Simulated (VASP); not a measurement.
Energy against volume of KF (rock salt). Method: revPBE GGA, VASP's PBE PAW potentials (set 64) (plane waves; VASP 6.6.1). Numerical set-up: 520 eV cut-off, 8×8×8 Γ-centred mesh, Gaussian smearing of 0.050 eV, potentials K_sv F.

```tsv
V (Å³/atom)	E (eV/atom)
20.726	-3.95836
21.367	-3.96075
22.008	-3.96024
22.649	-3.95731
```

Problem. Fit these four points and predict the energy of the run at 20.085 Å³/atom.

Solution. A cubic in V^(−2/3), the third-order Birch-Murnaghan form, passes through the four points with V0 = 21.56 Å³/atom and B0 = 23 GPa, and gives -3.9525 eV/atom there. The run gave -3.9526 eV/atom, -0.1 meV/atom from the fit; all five points give B0 = 23 GPa.

The compound is KF in the rock salt structure. It was relaxed first, which changed the volume by +13 %.
